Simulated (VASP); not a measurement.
Be4TeSe3:

```
Be Te Se
1.0
    -3.33089    3.33089    3.45520
     3.33089   -3.33089    3.45520
     3.33089    3.33089   -3.45520
Be Te Se
4 1 3
Direct
  0.00000 0.71669 0.71669
  0.00000 0.28331 0.28331
  0.28331 0.00000 0.28331
  0.71669 0.00000 0.71669
  0.00000 0.00000 0.00000
  0.75000 0.25000 0.50000
  0.25000 0.75000 0.50000
  0.50000 0.50000 0.00000
```

The cell was built by a generator and needn't be a form met in nature.

```yaml
Program: VASP 6.6.1
Task: relaxation of cell and atoms
Functional: PBE
Potentials_or_basis: VASP PAW PBE potentials, release 64 (Be, Te, Se)
Cutoff: 520 eV
k_mesh: 3 × 3 × 3
Occupations: gaussian, width 0.15 eV
Spin: no spin polarisation
```

At the start: pressure 17.0 GPa; volume 19.17 Å³/atom.

Problem. Where does the relaxation end?

Solution. Over 6 steps the energy falls by 644.0 meV/atom and the volume is 22.59 Å³/atom (+17.8 %); space group I4/mmm (No. 139, to 0.05 Å).

The path:
```
step  energy change (eV)  largest force (eV/Å)  pressure (GPa)  volume (Å³)
   1              0.0000                8.2233           16.97       153.34
   2             -3.7033                2.2719            0.25       200.63
   3             -5.1348                0.3285            0.70       178.89
   4             -5.1396                0.2470            0.80       178.32
   5             -5.1418                0.1468            0.93       177.64
   6             -5.1517                0.0068            0.01       180.70
```

Final structure:
```yaml
crystal:
  lattice:
    - [-3.63604, 3.63604, 3.41699]
    - [3.63604, -3.63604, 3.41699]
    - [3.63604, 3.63604, -3.41699]
  atoms:
    - { symbol: Be, position: [0.00000, 0.68235, 0.68235] }
    - { symbol: Be, position: [0.00000, 0.31765, 0.31765] }
    - { symbol: Be, position: [0.31765, 0.00000, 0.31765] }
    - { symbol: Be, position: [0.68235, 0.00000, 0.68235] }
    - { symbol: Te, position: [0.00000, 0.00000, 0.00000] }
    - { symbol: Se, position: [0.75000, 0.25000, 0.50000] }
    - { symbol: Se, position: [0.25000, 0.75000, 0.50000] }
    - { symbol: Se, position: [0.50000, 0.50000, 0.00000] }
```

Caveat: the k mesh is coarse (spacing up to 0.44 Å⁻¹), so the values aren't converged; the volume moved by over 15 % at a fixed basis, so the end points are rough.
